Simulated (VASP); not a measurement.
Given:

```
BiGa
1.0
    6.57268     0.00000     0.00000
    0.00000     4.13000     0.00000
    0.00000     0.00000     7.38950
Ga Bi
4 4
Direct
  0.51680   0.25000   0.69580
  0.01680   0.25000   0.80420
  0.48320   0.75000   0.30420
  0.98320   0.75000   0.19580
  0.69298   0.25000   0.08037
  0.19298   0.25000   0.41963
  0.30702   0.75000   0.91963
  0.80702   0.75000   0.58037
```

These are LDA (Ceperley-Alder, Perdew-Zunger), VASP's LDA PAW potentials (set 64) (plane waves; VASP) values and carry that method's errors. Settings: 400 eV cut-off, Gaussian smearing of 0.050 eV, potentials Ga_d Bi_d.

Problem. Give the energies of bands 49 to 62 at the high-symmetry points, in eV from the Fermi level.

Solution. 
```
band      Γ      X      S      Y      Z      U      R      T
----  -----  -----  -----  -----  -----  -----  -----  -----
49    -4.08  -2.04  -3.85  -4.23  -2.65  -2.44  -2.10  -4.24
50    -2.44  -2.04  -3.85  -4.23  -2.65  -2.44  -2.10  -4.24
51    -1.55  -1.44  -3.85  -2.54  -1.73  -2.16  -2.10  -3.73
52    -0.35  -1.44  -3.85  -2.54  -1.73  -2.16  -2.10  -3.73
53    -0.18  -0.44  -0.78  -2.25  -1.37  -1.04  -1.66  -2.63
54     0.03  -0.44  -0.78  -2.25  -1.37  -1.04  -1.66  -2.63
55     0.07  -0.13  -0.78  -1.90   1.12  -0.53  -1.66   0.41
56     0.16  -0.13  -0.78  -1.90   1.12  -0.53  -1.66   0.41
57     0.35   0.23   1.27  -1.66   1.18   0.34  -0.21   0.49
58     1.01   0.23   1.27  -1.66   1.18   0.34  -0.21   0.49
59     1.94   0.99   1.27   2.77   1.76   1.23  -0.21   0.59
60     1.96   0.99   1.27   2.77   1.76   1.23  -0.21   0.59
61     2.20   2.72   2.59   4.17   2.49   3.76   2.69   1.90
62     2.56   2.72   2.59   4.17   2.49   3.76   2.69   1.90
```

It has no gap at this level: it comes out as a metal or semimetal.

The structure was generated: GaBi was put into the MnP type (Pnma), which need not be its known phase. It was relaxed first, which changed the volume by +28 %.
